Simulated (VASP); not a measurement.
Data:

```
GaN
1.0
    0.00000     2.24767     2.24767
    2.24767     0.00000     2.24767
    2.24767     2.24767     0.00000
Ga N
1 1
Cartesian
  0.00000   0.00000   0.00000
  1.12383   1.12383   1.12383
```

The numbers are results of PBEsol GGA, VASP's PBE PAW potentials (set 64) (plane waves; VASP), not measurements. Numerical set-up: 520 eV cut-off, 11×11×11 Γ-centred mesh, tetrahedra with Blöchl corrections, potentials Ga_d N.

Problem. What does the run give for the energy per atom (σ→0), band gap (on the k-mesh) with the smallest direct gap where there is one?

Solution. 
```json
{
 "band gap (on the k-mesh)": "1.73 eV",
 "smallest direct gap (on the k-mesh)": "1.73 eV",
 "energy per atom (σ→0)": "-6.561 eV/atom"
}
```

The absolute energy has meaning only against runs of the same code, potentials and settings.

The compound is GaN in the zinc blende structure, a metastable form; wurtzite is the usual one. It was relaxed first.
